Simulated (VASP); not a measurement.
Given:

```
InAs
1.0
    0.00000     3.05381     3.05381
    3.05381     0.00000     3.05381
    3.05381     3.05381     0.00000
In As
1 1
Direct
  0.00000   0.00000   0.00000
  0.25000   0.25000   0.25000
```

Computed with r2SCAN meta-GGA with spin-orbit coupling, VASP's PBE PAW potentials (set 64) (plane waves; VASP 6.6.1). Run with 400 eV cut-off, 7×7×7 Γ-centred mesh, Gaussian smearing of 0.050 eV, potentials In_d As.

**Question.** Give the energies of bands 13 to 25 at the high-symmetry points, in eV from the Fermi level.

**Answer.** 
```tsv
band	Γ	X	U	L	W
13	-0.33	-5.92	-5.80	-5.84	-5.80
14	-0.33	-5.92	-5.75	-5.84	-5.74
15	-0.03	-2.41	-3.33	-1.20	-3.07
16	-0.03	-2.41	-3.33	-1.20	-2.98
17	0.00	-2.40	-2.03	-0.97	-2.97
18	0.00	-2.40	-2.03	-0.97	-2.86
19	0.00	1.76	2.31	1.14	4.26
20	0.00	1.76	2.31	1.14	4.43
21	3.85	2.24	4.42	4.83	4.46
22	3.85	2.24	4.48	4.83	4.49
23	4.29	9.45	7.50	5.00	5.17
24	4.29	9.46	7.65	5.00	5.41
25	4.29	9.54	7.70	7.13	6.36
```

It has no gap at this level: it comes out as a metal or semimetal.

The compound is InAs in the zinc blende structure. It was relaxed first.
